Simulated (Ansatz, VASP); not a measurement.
# CoSn in two plane-wave programs, part 2 of 2

One calculation is typed for both programs; each brings its own data sets. How far apart do they land? The cell is taken from a series of runs on this material, whose earlier steps may have relaxed, scaled, displaced or heated it; both programs get it as it stands.

VASP 6.6.1 and Ansatz 0.2.0.

So far: Starting point; Ansatz: relaxation of cell and atoms, PBE; VASP: relaxation of cell and atoms, PBE.

### 3. VASP: relaxation of cell and atoms, PBE (continued)

Level of this step: PBE, no spin polarisation; plane waves and PAW (Co, Sn_d) (VASP).

Numbers of over 12 decimals in the logs are rounded to 6 here.

From OUTCAR (step 3):

```text
ion  position               nearest neighbor table
   1  1.000  0.500  0.000-   4 2.62   4 2.62   5 2.62   5 2.62   6 2.64   3 2.64   2 2.64   2 2.64
                             3 2.64   6 2.64
   2  0.500  0.500  0.000-   4 2.62   4 2.62   5 2.62   5 2.62   3 2.64   6 2.64   1 2.64   1 2.64
                             6 2.64   3 2.64
   3  0.500  0.000  0.000-   4 2.62   5 2.62   4 2.62   5 2.62   2 2.64   1 2.64   6 2.64   6 2.64
                             1 2.64   2 2.64
   4  0.667  0.333  0.500-   3 2.62   3 2.62   1 2.62   1 2.62   2 2.62   2 2.62   5 3.04   5 3.04
                             5 3.04   6 3.72   6 3.72   6 3.72   6 3.72   6 3.72   6 3.72
   5  0.333  0.667  0.500-   3 2.62   3 2.62   1 2.62   1 2.62   2 2.62   2 2.62   4 3.04   4 3.04
                             4 3.04   6 3.72   6 3.72   6 3.72   6 3.72   6 3.72   6 3.72
   6  0.000  0.000  0.000-   1 2.64   2 2.64   3 2.64   3 2.64   2 2.64   1 2.64   5 3.72   4 3.72
                             5 3.72   4 3.72   4 3.72   5 3.72   5 3.72   4 3.72   5 3.72   5 3.72

  LATTYP: Found a hexagonal cell.
 ALAT       =     5.2735000000
 C/A-ratio  =     0.8078126481

 Subroutine GETGRP returns: Found 24 space group operations
 (whereof 24 operations were pure point group operations)

The static configuration has the point symmetry D_6h.

 Found     60 irreducible k-points:

   k-points           NKPTS =     60   k-points in BZ     NKDIM =     60   number of bands    NBANDS=     42

   dimension x,y,z NGX =    42 NGY =   42 NGZ =   36
   dimension x,y,z NGXF=    84 NGYF=   84 NGZF=   72

   ENCUT  =  600.0 eV  44.10 Ry    6.64 a.u.  10.53 10.53  8.51*2*pi/ulx,y,z

   NELECT =      69.0000    total number of electrons

 k-points in reciprocal lattice and weights: Automatic mesh
   0.00000000  0.00000000  0.00000000       0.002
   0.11111111 -0.00000000  0.00000000       0.009
   0.22222222 -0.00000000  0.00000000       0.009
   0.33333333  0.00000000  0.00000000       0.009
   0.44444444 -0.00000000  0.00000000       0.009
   0.11111111  0.11111111  0.00000000       0.009
   0.22222222  0.11111111  0.00000000       0.019
   0.33333333  0.11111111  0.00000000       0.019
   0.44444444  0.11111111  0.00000000       0.009
[...]
0.33333333  0.22222222  0.50000000       0.019
   0.33333333  0.33333333  0.50000000       0.003

 average (electrostatic) potential at core
       1 -78.2167       2 -78.2167       3 -78.2167       4 -97.0732       5 -97.0732
       6 -97.2023

 E-fermi :   9.7523

 k-point     1 :       0.0000    0.0000    0.0000
  band No.  band energies     occupation
    ...
     30       9.3258      2.00000
     31       9.3371      2.00000
     32       9.3371      2.00000
     33       9.3665      2.00000
     34       9.3665      2.00000
     35      10.2692      0.00000
     36      10.3514      0.00000
     37      11.1152      0.00000
     38      11.1152      0.00000
     39      12.6865      0.00000
    ...

 k-point     2 :       0.1111   -0.0000    0.0000
  band No.  band energies     occupation
    ...
     30       9.2946      2.00000
     31       9.3376      2.00000
     32       9.3610      2.00000
     33       9.3803      2.00000
     34       9.4462      1.99999
     35      10.2721      0.00000
     36      10.5359      0.00000
     37      11.1699      0.00000
     38      11.2454      0.00000
     39      12.7754      0.00000
    ...

 k-point     3 :       0.2222   -0.0000    0.0000
  band No.  band energies     occupation
    ...
     30       9.1947      2.00000
     31       9.2969      2.00000
     32       9.3575      2.00000
     33       9.4515      1.99998
     34       9.6946      1.58545
     35      10.3199      0.00000
     36      10.8176      0.00000
     37      11.3988      0.00000
     38      11.8345      0.00000
     39      13.0631      0.00000
    ...

  Total        0.0045296      0.0045296      0.0096784      0.0000000      0.0000000      0.0000000
  in kB        0.0706676      0.0706676      0.1509965      0.0000000      0.0000000      0.0000000
  external PRESSURE =       0.0974439 kB  Pullay stress =       0.0000000 kB

  energy-cutoff  :      600.00
  volume of cell :      102.69
      direct lattice vectors                 reciprocal lattice vectors
     5.295900927 -0.000000000 -0.000000000     0.188825285  0.109018328 -0.000000000
    -2.647950463  4.586384772 -0.000000000    -0.000000000  0.218036656 -0.000000000
    -0.000000000  0.000000000  4.228028994     0.000000000  0.000000000  0.236516826

 POSITION                                       TOTAL-FORCE (eV/Angst)
 -----------------------------------------------------------------------------------
      3.97193      2.29319     -0.00000         0.000000      0.000000     -0.000000
      1.32398      2.29319     -0.00000         0.000000      0.000000     -0.000000
      2.64795     -0.00000     -0.00000        -0.000000      0.000000     -0.000000
      2.64795      1.52879      2.11401         0.000000     -0.000000      0.000000
     -0.00000      3.05759      2.11401        -0.000000      0.000000      0.000000
      0.00000     -0.00000     -0.00000         0.000000      0.000000     -0.000000
 -----------------------------------------------------------------------------------
    total drift:                                0.000000      0.000018     -0.000000

  FREE ENERGIE OF THE ION-ELECTRON SYSTEM (eV)
  ---------------------------------------------------
  free  energy   TOTEN  =       -33.2595056798 eV

  energy  without entropy=      -33.2471250209  energy(sigma->0) =      -33.25331535

 reached required accuracy - stopping structural energy minimisation

 total charge
# of ion       s       p       d       tot
------------------------------------------
    1        0.394   0.450   7.466   8.310
    2        0.394   0.450   7.466   8.310
    3        0.394   0.450   7.466   8.310
    4        1.129   1.241  10.064  12.434
    5        1.129   1.241  10.064  12.434
    6        1.162   1.094  10.035  12.291
--------------------------------------------------
tot          4.602   4.927  52.560  62.089

[... 3 further parts left out ...]
```

CONTCAR:

```
CoSn
   1.00000000000000
     5.2959009265605763   -0.0000000000000000   -0.0000000000000000
    -2.6479504632802882    4.5863847718917876   -0.0000000000000000
    -0.0000000000000000    0.0000000000000000    4.2280289941383344
  Co              Sn
     3     3
Direct
     0.9999999452999973    0.4999998904999998    0.0000000000000000
     0.4999999452999973    0.4999998904999998    0.0000000000000000
     0.5000000000000000    0.0000000000000000    0.0000000000000000
     0.6666666301999982    0.3333332603000017    0.5000000000000000
     0.3333333698000018    0.6666667396999983    0.5000000000000000
     0.0000000000000000    0.0000000000000000    0.0000000000000000
```

This run has no spin polarisation, so a moment on Co, if there is one, isn't seen. Its electron count is odd, so without a moment it is a metal by construction.

### 4. Side by side

Known differences besides the potentials themselves: the data sets hold 93 valence electrons in Ansatz (on its default PAW (the set named soft_2) files) and 69 in VASP; the cutoff is 420 eV in Ansatz and 600 eV in VASP; Ansatz adds a Pulay correction to the stress that steers its cell, VASP none. Total energies have different zeros and are not compared.

Both answers:

| quantity | Ansatz | VASP | difference |
| --- | --- | --- | --- |
| volume (Å³) | 102.75 | 102.69 | +0.05 % |
| edge a after relaxation, in the typed setting (Å) | 5.296 | 5.296 | +0.00 % |
| edge c after relaxation, in the typed setting (Å) | 4.230 | 4.228 | +0.05 % |

### 5. What came out

| Item | Value |
| --- | --- |
| difference in edge c after relaxation, in the typed setting (relaxation of cell and atoms, PBE) | 0.054 % |

**Reading.** The difference in edge c after relaxation, in the typed setting is 0.054 % (relaxation of cell and atoms, PBE), within the 1.2 % picked in this series as the mark of a large difference, as far as the stopping tolerances let one tell. The data sets hold unlike numbers of valence electrons (93 in Ansatz and 69 in VASP), so part of the differences comes from the potentials. 1 further run of this series is not shown here. Such differences can come from data sets, numerical settings and the points named under the comparisons, not from the functional's error against experiment.

[Lines on the potential files, build, host, timing and source positions are cut from VASP's logs without a mark.]

[Logs are printed without paths, hosts, clocks, repeated set-up lines and the standing remarks that a program may print on its own settings, such as how far it seeks lower states.]

[Hosts, paths, dates, database ids (printed as entryN), source tags and the programs' standing remarks are cut or masked in the printed files.]
